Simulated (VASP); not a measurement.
A VASP calculation is set up with these files.

File POSCAR:
```
Mg3Sn
1
    4.3813593138     0.0000000000     0.0000000000
    0.0000000000     4.3813593138     0.0000000000
    0.0000000000     0.0000000000     4.3813593138
Mg Sn
3 1
Direct
  0.5000000000   0.5000000000   0.0000000000
  0.0000000000   0.5000000000   0.5000000000
  0.5000000000   0.0000000000   0.5000000000
  0.0000000000   0.0000000000   0.0000000000
```

**INCAR**
```
# general
SYSTEM  = Mg3Sn
PREC    = Accurate
ENCUT   = 400
LREAL   = .FALSE.   # projection in real space or not
LASPH   = .TRUE.

# electronic loop
EDIFF   = 1E-8   # SCF stop (eV)
NELM    = 100   # most electronic steps
ALGO    = Normal
LMAXMIX = 4

# smearing
ISMEAR  = 1   # Methfessel-Paxton
SIGMA   = 0.1

# ions
IBRION  = 1   # quasi-Newton
NSW     = 30
ISIF    = 2   # forces and stress, cell fixed
EDIFFG  = -0.001   # ionic stop

# output
LWAVE   = .FALSE.
LCHARG  = .FALSE.
```

### KPOINTS
```
Automatic mesh
0
Gamma
6 6 6
0 0 0
```

POTCAR, in this order: Mg Sn_d (LDA.64 set). Program: vasp_std.

Translate this LDA calculation to Quantum ESPRESSO's pw.x.

One equivalent input (not run):
```
&CONTROL
  calculation = 'relax'
  pseudo_dir = './pseudo'
  outdir = './out'
  tprnfor = .true.
  tstress = .true.
  nstep = 30
  forc_conv_thr = 3.9e-05
/
&SYSTEM
  ibrav = 0
  nat = 4
  ntyp = 2
  ecutwfc = 84
  occupations = 'smearing'
  smearing = 'methfessel-paxton'
  degauss = 0.00735
  input_dft = 'pz'
/
&ELECTRONS
  conv_thr = 7.3e-10
  electron_maxstep = 100
/
&IONS
/
ATOMIC_SPECIES
  Mg 24.305 Mg.upf
  Sn 118.710 Sn.upf
CELL_PARAMETERS angstrom
     4.3813593    0.0000000    0.0000000
     0.0000000    4.3813593    0.0000000
     0.0000000    0.0000000    4.3813593
ATOMIC_POSITIONS crystal
  Mg   0.5000000  0.5000000  0.0000000
  Mg   0.0000000  0.5000000  0.5000000
  Mg   0.5000000  0.0000000  0.5000000
  Sn   0.0000000  0.0000000  0.0000000
K_POINTS automatic
  6 6 6 0 0 0
```
What does not carry over: the potentials are each code's own (VASP's PAW set, PseudoDojo norm-conserving files in pw.x), so ENCUT and ecutwfc are chosen apart and not converted; conv_thr bounds pw.x's estimated SCF error, while EDIFF bounds the energy change between steps; forc_conv_thr acts on force components and is met together with etot_conv_thr.

The structure comes from a computed database's Mg3Sn entry (Pm-3m); how it stands against other phases isn't given here. It was relaxed first. The start is the result of an earlier pass.
